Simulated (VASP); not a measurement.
**Sr2MoO4 with PBEsol: from relaxation to properties**

Wanted: the relaxed cell of Sr2MoO4 and its properties. The steps: relaxing cell and atoms (PBEsol), second relaxation, density, ELF and potential (PBEsol), band structure (PBEsol), density of states (PBEsol), vibrations at Γ (PBEsol), optical spectrum (PBEsol) and ionic relaxation at fixed cell (PBEsol), changed input. The start is a computed cell from the Materials Project.

Method: PBEsol, no spin polarisation; plane waves and PAW (Sr_sv, Mo_sv, O), in VASP 6.6.1.

Report form: the programs' logs are mostly left out.

**1. The starting structure**

Before any relaxation, the start is as follows. Symmetry: I4/mmm, No. 139, tetragonal system. Conventional cell: a = 3.894 Å, b = 3.894 Å, c = 12.967 Å, α = 90.00°, β = 90.00°, γ = 90.00°. Nearest to Sr lie 9 O at 2.44 to 2.76 Å. Mo has 6 O at 1.95 to 2.12 Å nearest. Nearest to O lie 2 Mo at 1.95 Å and 4 Sr at 2.74 Å. Nearest to O lie 1 Mo at 2.12 Å and 5 Sr at 2.44 to 2.76 Å. Farther neighbours and most contacts between anions are not listed.

Coordinates:

```cif
data_structure
_symmetry_space_group_name_H-M 'P 1'
_symmetry_Int_Tables_number 1
_cell_length_a 3.8936
_cell_length_b 3.8936
_cell_length_c 7.0440
_cell_angle_alpha 106.044
_cell_angle_beta 73.956
_cell_angle_gamma 90.000
_cell_volume 98.29
loop_
_atom_site_label
_atom_site_type_symbol
_atom_site_fract_x
_atom_site_fract_y
_atom_site_fract_z
_atom_site_occupancy
Sr1 Sr 0.35106 0.64894 0.29788 1
Sr2 Sr 0.64894 0.35106 0.70212 1
Mo3 Mo 0.00000 0.00000 0.00000 1
O4 O 0.50000 0.00000 0.00000 1
O5 O 0.00000 0.50000 0.00000 1
O6 O 0.83682 0.16318 0.32636 1
O7 O 0.16318 0.83682 0.67364 1
```

**2. Relaxing cell and atoms (PBEsol)**

The start need not lie at this functional's minimum. ISIF = 3 frees volume, shape and positions, and EDIFFG sets the threshold on forces and stress at which the search stops. PBEsol restores the gradient expansion of exchange and is tuned for the cells of solids.

The input, INCAR:

```
SYSTEM = Sr2MoO4
PREC = Accurate
ENCUT = 520
EDIFF = 1E-06
NELM = 100
ISMEAR = 0
SIGMA = 0.05
LREAL = .FALSE.
ALGO = Normal
GGA = PS
NBANDS = 36
LASPH = .TRUE.
LORBIT = 11
LWAVE = .FALSE.
LCHARG = .FALSE.
KPAR = 4
IBRION = 2
NSW = 60
ISIF = 3
EDIFFG = -0.01
```

The input, POSCAR:

```
Sr2MoO4
1.0
    0.0000000000     -3.8935614830      0.0000000000
   -3.8935614830      0.0000000000      0.0000000000
    1.9467807415     -1.9467807415     -6.4837030641
Sr Mo O
2 1 4
Direct
    0.3510579900      0.6489420100      0.2978840200
    0.6489420100      0.3510579900      0.7021159800
    0.0000000000      0.0000000000      0.0000000000
    0.5000000000      0.0000000000      0.0000000000
    0.0000000000      0.5000000000      0.0000000000
    0.8368215200      0.1631784800      0.3263569600
    0.1631784800      0.8368215200      0.6736430400
```

The input, KPOINTS:

```
Automatic mesh
0
Gamma
6 6 6
0 0 0
```

PAW data sets: Sr_sv, Mo_sv and O (PBE family, release 64).

The run is started by

```
> mpirun -np 4 vasp_std
```

Run time: 2.5 min. Hardware: 4 MPI ranks of AMD EPYC 7R13 (Zen 3), shared host; peak memory 1 GiB; 8.2 min of CPU time.

This run has no spin polarisation, although Mo can carry a moment. The PAW data sets were made with PBE, which is usual practice but a small mismatch for other functionals. The run keeps the 16 symmetry operations of its start, so it cannot find a distortion of lower symmetry.

Relaxation path:

| step | energy less that of the first step (eV) | largest force (eV/Å) | pressure (GPa) | volume (Å³) |
| --- | --- | --- | --- | --- |
| 1 | 0.0000 | 0.1253 | -2.54 | 98.29 |
| 2 | -0.0010 | 0.2179 | 2.69 | 95.16 |
| 3 | -0.0141 | 0.0428 | 0.05 | 96.67 |
| 4 | -0.0147 | 0.0356 | -0.01 | 96.67 |
| 5 | -0.0147 | 0.0333 | -0.03 | 96.67 |
| 6 | -0.0147 | 0.0329 | -0.03 | 96.67 |
| 7 | -0.0148 | 0.0071 | -0.03 | 96.63 |

| conventional cell, symmetrised | before | after | change |
| --- | --- | --- | --- |
| a (Å) | 3.894 | 3.880 | -0.4 % |
| b (Å) | 3.894 | 3.880 | -0.4 % |
| c (Å) | 12.967 | 12.839 | -1.0 % |
| volume (Å³/atom) | 14.04 | 13.80 | -1.7 % |

Final coordinates:

```cif
data_structure
_symmetry_space_group_name_H-M 'P 1'
_symmetry_Int_Tables_number 1
_cell_length_a 3.8798
_cell_length_b 3.8798
_cell_length_c 6.9811
_cell_angle_alpha 106.134
_cell_angle_beta 73.866
_cell_angle_gamma 90.000
_cell_volume 96.63
loop_
_atom_site_label
_atom_site_type_symbol
_atom_site_fract_x
_atom_site_fract_y
_atom_site_fract_z
_atom_site_occupancy
Sr1 Sr 0.35101 0.64899 0.29799 1
Sr2 Sr 0.64899 0.35101 0.70201 1
Mo3 Mo 0.00000 0.00000 0.00000 1
O4 O 0.50000 0.00000 0.00000 1
O5 O 0.00000 0.50000 0.00000 1
O6 O 0.83673 0.16327 0.32654 1
O7 O 0.16327 0.83673 0.67346 1
```

This step gave:

- electrons: 58
- bands: 36
- irreducible k-points: 30
- symmetry operations: 16
- free energy (TOTEN): -54.3540 eV
- energy at zero smearing: -54.3520 eV
- Fermi energy: 6.077 eV
- pressure: -0.02793 GPa
- metallic: yes
- SCF cycles over all ionic steps: 52

It ends with a largest force of 0.007 eV/Å and a pressure of -0.03 GPa.

**3. Second relaxation**

A relaxation keeps the plane waves of the cell it began with, so it is repeated from the new cell, on a basis made for it.

INCAR is that of step 2.

The input, POSCAR:

```
Sr2MoO4
1.0
    0.0000000000     -3.8797908571      0.0000000000
   -3.8797908571      0.0000000000      0.0000000000
    1.9398954285     -1.9398954285     -6.4195015169
Sr Mo O
2 1 4
Direct
    0.3510073136      0.6489926864      0.2979853728
    0.6489926864      0.3510073136      0.7020146272
    0.0000000000      0.0000000000      0.0000000000
    0.5000000000      0.0000000000      0.0000000000
    0.0000000000      0.5000000000      0.0000000000
    0.8367324828      0.1632675172      0.3265350344
    0.1632675172      0.8367324828      0.6734649656
```

KPOINTS is that of step 2.

The run is started by

```
> mpirun -np 4 vasp_std
```

It took 45 s on 4 MPI ranks; peak memory 0.99 GiB.

Little changed from the start: no atom moved by 0.005 Å and no cell edge by 0.1 %.

Numbers from this step:

```yaml
free_energy_toten: -54.3522 eV
energy_at_zero_smearing: -54.3503 eV
fermi_energy: 6.076 eV
pressure: -0.01531 GPa
scf_cycles_over_all_ionic_steps: 15
```

It ends with a largest force of 0.007 eV/Å and a pressure of -0.02 GPa. The volume moved by under 0.01 %: the run met its threshold at the first step.

**4. Density, ELF and potential (PBEsol)**

The relaxed cell gets a fresh self-consistent run, on a basis set for its own volume, to fix the density and to check the remaining stress.

INCAR, as its differences from that of step 3:

```diff
@@ -14,7 +14,5 @@
 LWAVE = .FALSE.
-LCHARG = .FALSE.
-KPAR = 4
-IBRION = 2
-NSW = 60
-ISIF = 3
-EDIFFG = -0.01
+LCHARG = .TRUE.
+ISIF = 2
+LELF = .TRUE.
+LVHAR = .TRUE.
```

POSCAR is that of step 3.

KPOINTS is that of step 3.

The run is started by

```
> mpirun -np 4 vasp_std
```

Wall time 47 s (4 MPI ranks); peak memory 0.59 GiB; 2.5 min of CPU time.

This step gave:

```
SCF cycles : 15
```

Valence electrons inside each PAW sphere by angular momentum. Sphere charges, by row:

| atom | s (e) | p (e) | d (e) | tot (e) |
| --- | --- | --- | --- | --- |
| Sr1 | 2.003 | 5.764 | 0.242 | 8.009 |
| Sr2 | 2.003 | 5.764 | 0.242 | 8.009 |
| Mo3 | 2.331 | 6.302 | 3.862 | 12.49 |
| O4 | 1.561 | 3.495 | 0 | 5.056 |
| O5 | 1.561 | 3.495 | 0 | 5.056 |
| O6 | 1.549 | 3.41 | 0 | 4.96 |
| O7 | 1.549 | 3.41 | 0 | 4.96 |

Electrostatic potential energy in the ac plane of the conventional cell at fractional y = 0.000, with atoms of Sr and Mo and O within 0.2 Å of it. With pseudopotentials it is smooth inside the atoms' cores, unlike the true potential.

Values in eV, 24 rows by 14 columns, each cell a mean:
```
-55 -53 -44 -22  -7 -20 -42 -45 -35 -12 -11 -32 -49 -54
-28 -23 -13  -4  -1   0  -1  -2   0   0  -1  -7 -17 -26
-18 -10  -2   1   2   2   1   1   1   2   2   0  -4 -14
-50 -45 -14   1   2   2   1   1   1   2   2  -2 -28 -51
-40 -28  -6   2   2   2   1   1   1   2   2   0 -15 -36
 -3  -1   0   1   1   1   1   1   1   1   1   1   0  -2
-11 -10  -8  -4  -1   0   1   1   1   0  -2  -6  -9 -11
-24 -21 -17 -11  -5  -2   0   1   0  -3  -8 -13 -19 -23
-29 -25 -19 -13  -7  -2   0   1   0  -3  -9 -15 -22 -27
-18 -16 -13  -8  -3   0   1   1   1  -1  -5 -10 -14 -18
 -7  -6  -4  -1   0  -2  -9 -11  -6  -1  -1  -2  -5  -6
  0   0   1   1  -3 -28 -51 -51 -45 -15   0   1   0   0
 -1  -1   0   0  -2 -19 -42 -45 -34  -9   0   0  -1  -1
-10  -9  -6  -3  -1   0  -1  -2  -1   0  -2  -5  -8 -10
-23 -20 -15 -10  -5  -1   1   1   0  -2  -7 -13 -17 -21
-30 -26 -19 -13  -7  -2   0   1  -1  -4  -9 -16 -22 -28
-20 -18 -14  -9  -4  -1   0   1   0  -2  -6 -11 -16 -19
 -7  -6  -4  -2   0   1   1   1   1   0  -1  -3  -5  -7
 -8  -3   1   2   2   2   1   1   1   2   2   2  -1  -6
-49 -41 -12   2   2   2   1   1   1   2   2  -1 -24 -48
-47 -36 -10   1   2   2   1   1   1   2   2  -1 -20 -44
-10  -6  -2   0   1   2   1   1   1   2   1   0  -3  -8
-42 -36 -23  -8  -2  -3  -9 -11  -6  -2  -4 -14 -29 -39
-55 -55 -49 -27 -10 -30 -51 -51 -46 -18 -14 -37 -53 -55
```
Columns run along a (3.9 Å; values clipped at the 3rd and 97th percentile), rows up along c (12.8 Å), edges of the conventional cell, whose origin can differ from the input's. Atoms in or near the plane, at fractional coordinates: Sr at (0.00, 0.35), Sr at (0.00, 0.65), Mo at (0.00, 0.00), O at (0.50, 0.50), O at (0.50, 0.00), O at (0.00, 0.84), O at (0.00, 0.16).

ELF in the ac plane of the conventional cell at fractional y = 0.000, with atoms of Sr and Mo and O within 0.2 Å of it. It is the smooth field of the valence electrons, not physical close to the nuclei.

Values, 24 rows by 14 columns, each cell a mean:
```
0.60 0.68 0.58 0.29 0.48 0.76 0.74 0.69 0.76 0.69 0.32 0.39 0.66 0.65
0.38 0.34 0.26 0.16 0.23 0.43 0.58 0.61 0.53 0.35 0.18 0.19 0.29 0.37
0.68 0.64 0.54 0.33 0.15 0.08 0.09 0.10 0.09 0.10 0.22 0.43 0.59 0.66
0.54 0.72 0.80 0.68 0.39 0.13 0.04 0.02 0.06 0.22 0.52 0.75 0.79 0.64
0.73 0.79 0.80 0.68 0.43 0.17 0.04 0.03 0.08 0.26 0.55 0.75 0.81 0.77
0.44 0.42 0.36 0.27 0.16 0.07 0.03 0.02 0.04 0.09 0.20 0.31 0.39 0.43
0.51 0.47 0.37 0.19 0.06 0.02 0.02 0.02 0.02 0.03 0.11 0.28 0.42 0.49
0.71 0.78 0.81 0.68 0.28 0.05 0.02 0.02 0.03 0.11 0.46 0.76 0.81 0.75
0.56 0.70 0.80 0.73 0.34 0.07 0.02 0.02 0.03 0.13 0.54 0.80 0.78 0.63
0.79 0.78 0.67 0.39 0.13 0.12 0.20 0.22 0.16 0.09 0.20 0.54 0.74 0.79
0.37 0.29 0.16 0.15 0.38 0.61 0.72 0.74 0.69 0.53 0.25 0.11 0.20 0.33
0.02 0.03 0.12 0.42 0.73 0.79 0.65 0.55 0.73 0.79 0.62 0.26 0.06 0.02
0.05 0.04 0.08 0.33 0.67 0.79 0.74 0.69 0.77 0.77 0.54 0.20 0.06 0.04
0.59 0.49 0.29 0.13 0.22 0.44 0.58 0.61 0.54 0.36 0.17 0.20 0.39 0.55
0.75 0.79 0.77 0.54 0.18 0.06 0.09 0.10 0.08 0.08 0.32 0.67 0.78 0.76
0.55 0.69 0.81 0.76 0.36 0.07 0.02 0.02 0.03 0.14 0.57 0.81 0.78 0.62
0.76 0.78 0.75 0.55 0.20 0.04 0.02 0.02 0.02 0.08 0.34 0.67 0.78 0.78
0.32 0.29 0.21 0.11 0.05 0.03 0.02 0.02 0.02 0.03 0.07 0.15 0.24 0.31
0.65 0.63 0.56 0.43 0.25 0.10 0.04 0.03 0.05 0.16 0.34 0.50 0.59 0.64
0.62 0.76 0.82 0.71 0.45 0.17 0.04 0.03 0.08 0.27 0.58 0.78 0.81 0.70
0.63 0.74 0.77 0.60 0.31 0.11 0.04 0.03 0.05 0.16 0.44 0.69 0.78 0.70
0.52 0.48 0.38 0.23 0.14 0.15 0.20 0.22 0.17 0.12 0.15 0.29 0.42 0.50
0.50 0.48 0.35 0.19 0.33 0.58 0.71 0.73 0.68 0.49 0.22 0.25 0.42 0.49
0.48 0.65 0.61 0.30 0.51 0.76 0.65 0.55 0.73 0.72 0.34 0.43 0.67 0.58
```
Columns run along a (3.9 Å), rows up along c (12.8 Å), edges of the conventional cell, whose origin can differ from the input's. Atoms in or near the plane, at fractional coordinates: Sr at (0.00, 0.35), Sr at (0.00, 0.65), Mo at (0.00, 0.00), O at (0.50, 0.50), O at (0.50, 0.00), O at (0.00, 0.84), O at (0.00, 0.16).

Valence density in the ac plane of the conventional cell at fractional y = 0.000, with atoms of Sr and Mo and O within 0.2 Å of it. It is the smooth field of the valence electrons, not physical close to the nuclei.

Ten even steps from '_' (0.0 e/Å³) to '@' (7.0 e/Å³), each cell a mean:
```
%%**--....::++**==::....==##
....____________________....
::..____________________..::
@@**::________________..--##
**==..__________________::++
____________________________
..________________________..
----::________________..::--
====::..______________..--==
::::..__________________..::
____________......__________
________..--##@@**::________
__________::++**==..________
____________________________
----..________________..::--
====::..______________..--==
--::..__________________::::
____________________________
....______________________..
%%++::________________..--##
##==..__________________::**
....______________________..
--::..______......______..--
@@%%==....--##@@**::..::**@@
```
Columns run along a (3.9 Å), rows up along c (12.8 Å), edges of the conventional cell, whose origin can differ from the input's. Atoms in or near the plane, at fractional coordinates: Sr at (0.00, 0.35), Sr at (0.00, 0.65), Mo at (0.00, 0.00), O at (0.50, 0.50), O at (0.50, 0.00), O at (0.00, 0.84), O at (0.00, 0.16).

In this run the pressure is -0.02 GPa, small enough to go on.

**5. Band structure (PBEsol)**

Levels along the symmetry lines show where the bands peak and cross; KPOINTS_OPT computes them in the converged potential.

The input, INCAR:

```
SYSTEM = Sr2MoO4
PREC = Accurate
ENCUT = 520
EDIFF = 1E-06
NELM = 100
ISMEAR = 0
SIGMA = 0.05
LREAL = .FALSE.
ALGO = Normal
GGA = PS
NBANDS = 47
LASPH = .TRUE.
LORBIT = 11
LWAVE = .FALSE.
LCHARG = .FALSE.
KPAR = 4
```

POSCAR is that of step 4.

KPOINTS is that of step 4.

The input, KPOINTS_OPT:

```
Line mode
12
Line-mode
Reciprocal
  0.00000000   0.00000000   0.00000000 GAMMA
  0.50000000  -0.50000000   0.50000000 X

  0.50000000  -0.50000000   0.50000000 X
  0.54565875  -0.45434125   0.50000000 Y

  0.54565875  -0.45434125   0.50000000 Y
  0.54565875   0.00000000   0.27282938 S

  0.54565875   0.00000000   0.27282938 S
  0.00000000   0.00000000   0.00000000 GAMMA

  0.00000000   0.00000000   0.00000000 GAMMA
  0.00000000   0.00000000  -0.50000000 Z

  0.00000000   0.00000000  -0.50000000 Z
  0.45434125   0.00000000  -0.27282938 S1

  0.45434125   0.00000000  -0.27282938 S1
  0.50000000   0.00000000   0.00000000 N

  0.50000000   0.00000000   0.00000000 N
  0.50000000  -0.50000000   0.25000000 P

  0.50000000  -0.50000000   0.25000000 P
  0.45434125  -0.45434125  -0.04565875 Y1

  0.45434125  -0.45434125  -0.04565875 Y1
  0.00000000   0.00000000  -0.50000000 Z

  0.50000000  -0.50000000   0.50000000 X
  0.50000000  -0.50000000   0.25000000 P
```

The run is started by

```
> mpirun -np 4 vasp_std
```

Wall time 2.3 min (4 MPI ranks); peak memory 1.3 GiB; 7.6 min of CPU time.

Spin-orbit coupling is off here; it would split degenerate levels. The cell is typed on its shortest vectors, so the axes of tensors and the coordinates of k-points follow the printed cell and not the standard setting.

This step gave:

* SCF cycles: 14
* bands: 47
* pressure: -0.009133 GPa

Electronic bands along the path, in eV, zero at the Fermi level; # counts the bands kept:

| point | #10 | #11 | #12 | #13 | #14 | #15 | #16 | #17 |
| --- | --- | --- | --- | --- | --- | --- | --- | --- |
| Γ | -3.13 | -3.10 | -3.10 | -1.87 | -0.71 | -0.71 | 1.58 | 2.23 |
| 0.45 of the way | -3.58 | -3.31 | -3.20 | -0.04 | 0.16 | 0.20 | 2.95 | 3.48 |
| X | -3.57 | -3.37 | -2.91 | 1.39 | 1.63 | 2.08 | 2.66 | 4.02 |
| 0.55 of the way | -3.58 | -3.38 | -2.91 | 1.37 | 1.62 | 2.06 | 2.68 | 4.00 |
| Y | -3.58 | -3.42 | -2.91 | 1.33 | 1.59 | 2.01 | 2.70 | 3.98 |
| 0.55 of the way | -3.73 | -3.46 | -3.28 | 0.27 | 1.23 | 1.36 | 3.30 | 3.94 |
| S | -3.67 | -3.62 | -3.36 | -0.27 | 0.97 | 1.29 | 2.91 | 3.79 |
| 0.55 of the way | -3.59 | -3.39 | -3.19 | -0.56 | -0.33 | 0.03 | 2.60 | 3.12 |
| Γ | -3.13 | -3.10 | -3.10 | -1.87 | -0.71 | -0.71 | 1.58 | 2.23 |
| 0.45 of the way | -3.47 | -3.20 | -3.20 | -1.86 | -0.50 | -0.50 | 1.78 | 1.94 |
| Z | -3.83 | -3.30 | -3.30 | -1.86 | -0.24 | -0.24 | 1.45 | 2.39 |
| 0.45 of the way | -3.81 | -3.46 | -3.31 | -0.70 | -0.23 | 0.12 | 2.23 | 2.90 |
| S1 | -3.67 | -3.62 | -3.36 | -0.27 | 0.97 | 1.29 | 2.91 | 3.79 |
| 0.45 of the way | -3.68 | -3.55 | -3.39 | -0.29 | 1.01 | 1.30 | 2.94 | 3.84 |
| N | -3.68 | -3.46 | -3.44 | -0.30 | 1.03 | 1.30 | 2.98 | 3.87 |
| 0.55 of the way | -3.74 | -3.33 | -3.27 | 0.61 | 1.39 | 1.49 | 3.38 | 3.71 |
| P | -3.57 | -3.10 | -3.10 | 1.47 | 1.47 | 2.10 | 3.27 | 3.27 |
| 0.45 of the way | -3.58 | -3.27 | -2.97 | 1.40 | 1.55 | 2.08 | 2.88 | 3.71 |
| Y1 | -3.58 | -3.42 | -2.91 | 1.33 | 1.59 | 2.01 | 2.70 | 3.98 |
| 0.55 of the way | -3.62 | -3.45 | -3.25 | -0.08 | 0.10 | 0.30 | 2.91 | 3.34 |
| Z | -3.83 | -3.30 | -3.30 | -1.86 | -0.24 | -0.24 | 1.45 | 2.39 |
| jump to X | -3.57 | -3.37 | -2.91 | 1.39 | 1.63 | 2.08 | 2.66 | 4.02 |
| 0.45 of the way | -3.57 | -3.28 | -2.95 | 1.40 | 1.58 | 2.09 | 2.82 | 3.79 |
| P | -3.57 | -3.10 | -3.10 | 1.47 | 1.47 | 2.10 | 3.27 | 3.27 |

Of the projections kept (Sr, Mo, O), the largest for each band there; the rest of the weight can lie on other orbitals:

| point | #10 | #11 | #12 | #13 | #14 | #15 | #16 | #17 |
| --- | --- | --- | --- | --- | --- | --- | --- | --- |
| Γ | O 0.93 | O 0.98 | O 0.98 | Mo 0.98 | Mo 0.74 | Mo 0.74 | Sr 0.47 | Sr 0.79 |
| X | O 0.99 | O 0.95 | O 0.98 | Mo 0.70 | Mo 0.76 | Mo 0.80 | Sr 0.80 | Sr 0.53 |
| Y | O 0.89 | O 0.94 | O 0.98 | Mo 0.70 | Mo 0.76 | Mo 0.79 | Sr 0.79 | Sr 0.55 |
| S | O 0.93 | O 0.91 | O 0.94 | Mo 0.78 | Mo 0.73 | Mo 0.78 | Mo 0.76 | Sr 0.50 |
| Γ | O 0.93 | O 0.98 | O 0.98 | Mo 0.98 | Mo 0.74 | Mo 0.74 | Sr 0.47 | Sr 0.79 |
| Z | O 0.87 | O 0.95 | O 0.95 | Mo 0.98 | Mo 0.71 | Mo 0.71 | Sr 0.96 | Mo 0.91 |

There is no gap at this level.

**6. Density of states (PBEsol)**

A density of states needs more k-points than a total energy; ISMEAR = -5 takes tetrahedra, and LORBIT projects the states on the PAW spheres. The mesh is finer than in the run before.

INCAR, as its differences from that of step 5:

```diff
@@ -5,3 +5,3 @@
 NELM = 100
-ISMEAR = 0
+ISMEAR = -5
 SIGMA = 0.05
@@ -16 +16,2 @@
 KPAR = 4
+NEDOS = 2001
```

POSCAR is that of step 5.

The input, KPOINTS:

```
Automatic mesh
0
Gamma
9 9 9
0 0 0
```

The run is started by

```
> mpirun -np 4 vasp_std
```

It took 96 s on 4 MPI ranks; peak memory 1.6 GiB.

With tetrahedra the forces and stress of a metal are not exact derivatives of the energy.

This step gave:

- irreducible k-points: 75
- free energy (TOTEN): -54.3459 eV
- Fermi energy: 6.123 eV
- pressure: 0.07920 GPa
- DOS at the Fermi level: 2.376 states/eV/cell

The density of states has structure finer than the step of the table below, so its rows give means over 0.5 eV, whole bins alone (the curve runs from -12.0 to 4.78 eV). Peaks (eV: height): total -5.42: 10.1, -4.34: 7.53, -3.67: 12.3, -3.34: 11.9; O p -5.33: 5.20, -3.92: 4.18, -3.67: 7.76, -3.34: 7.92; Mo d -0.27: 2.81, 0.97: 2.46, 1.22: 2.86, 4.12: 1.84; Sr d -3.76: 0.273, 3.21: 1.19, 3.79: 1.43, 4.04: 1.45; Sr p -6.83: 0.153, -5.42: 0.195, -3.76: 0.233, -3.34: 0.148.

States under -12.0 eV and over 4.8 eV are left out. The density of states by energy, zero at the Fermi level; means over each step; 7 of 9 lines; values in states/eV/cell:

| energy (eV) | total | O p | Mo d | Sr d | Sr p | Mo p | O s |
| --- | --- | --- | --- | --- | --- | --- | --- |
| -9.5 | 0 | 0 | 0 | 0 | 0 | 0 | 0 |
| -9.0 | 0.171 | 0.0871 | 0.0768 | 6.0e-5 | 7.0e-5 | 6.2e-4 | 2.2e-4 |
| -8.5 | 1.72 | 0.886 | 0.596 | 0.00278 | 0.00348 | 0.0134 | 0.00403 |
| -8.0 | 1.73 | 0.845 | 0.428 | 0.00951 | 0.0235 | 0.0262 | 0.00699 |
| -7.5 | 1.86 | 0.873 | 0.383 | 0.0169 | 0.0279 | 0.0286 | 0.00630 |
| -7.0 | 3.97 | 1.83 | 0.747 | 0.0455 | 0.0682 | 0.0535 | 0.0102 |
| -6.5 | 4.28 | 2.11 | 0.678 | 0.0572 | 0.0799 | 0.0901 | 0.0137 |
| -6.0 | 3.26 | 1.74 | 0.348 | 0.0530 | 0.0510 | 0.103 | 0.0128 |
| -5.5 | 6.01 | 3.21 | 0.721 | 0.105 | 0.106 | 0.0896 | 0.0545 |
| -5.0 | 2.44 | 1.52 | 0.102 | 0.0313 | 0.0260 | 0.0751 | 0.0140 |
| -4.5 | 4.90 | 2.74 | 0.289 | 0.134 | 0.0560 | 0.0521 | 0.0110 |
| -4.0 | 6.56 | 3.81 | 0.141 | 0.173 | 0.120 | 0.0486 | 0.0141 |
| -3.5 | 9.77 | 6.34 | 0.0547 | 0.198 | 0.145 | 0.0612 | 0.00878 |
| -3.0 | 1.41 | 0.959 | 0.00576 | 0.0130 | 0.0152 | 0.00319 | 7.5e-4 |
| -2.5 | 0 | 0 | 0 | 0 | 0 | 0 | 0 |
| -2.0 | 0.0107 | 4.5e-4 | 0.00830 | 1.3e-4 | 0 | 0 | 0 |
| -1.5 | 0.210 | 0.0144 | 0.157 | 0.00267 | 2.4e-5 | 0 | 0 |
| -1.0 | 0.291 | 0.0327 | 0.203 | 0.00527 | 2.1e-4 | 7.5e-5 | 1.2e-4 |
| -0.5 | 2.06 | 0.330 | 1.32 | 0.0460 | 0.00317 | 7.7e-4 | 0.00123 |
| 0.0 | 2.58 | 0.410 | 1.67 | 0.0492 | 0.00836 | 0.00235 | 0.00346 |
| 0.5 | 2.15 | 0.354 | 1.39 | 0.0439 | 0.00878 | 0.00273 | 0.00400 |
| 1.0 | 3.10 | 0.553 | 2.01 | 0.0672 | 0.0120 | 0.00304 | 0.00514 |
| 1.5 | 1.48 | 0.255 | 0.923 | 0.0537 | 0.00595 | 0.00141 | 0.00457 |
| 2.0 | 0.633 | 0.0574 | 0.179 | 0.0966 | 0.00521 | 3.9e-4 | 0.0175 |
| 2.5 | 1.07 | 0.0818 | 0.218 | 0.179 | 0.0148 | 0.00144 | 0.0513 |
| 3.0 | 3.50 | 0.310 | 0.976 | 0.637 | 0.0487 | 0.0137 | 0.162 |
| 3.5 | 3.81 | 0.477 | 0.738 | 0.893 | 0.0538 | 0.0115 | 0.110 |
| 4.0 | 4.85 | 0.687 | 1.07 | 1.18 | 0.0616 | 0.00967 | 0.148 |
| 4.5 | 2.87 | 0.220 | 0.312 | 1.04 | 0.0344 | 0.0144 | 0.116 |

The finer mesh and the other smearing move the Fermi level by +0.05 eV from the 6×6×6 run, a small shift, which tests the Fermi level alone. Of the states within 0.3 eV of the Fermi level, the largest shares in the PAW spheres are Mo d 65 % and O p 16 %. The rest lies in smaller channels or between the spheres.

(Continued in part 2 of 2.)

[Lines on the potential files, build, host, timing and source positions are cut from VASP's logs without a mark.]

[Logs are printed without paths, hosts, clocks, repeated set-up lines and the standing remarks that a program may print on its own settings, such as how far it seeks lower states.]

[Hosts, paths, dates, database ids (printed as entryN), source tags and the programs' standing remarks are cut or masked in the printed files.]

[A measured line is paired with the nearest computed mode of its activity, which favours agreement.]
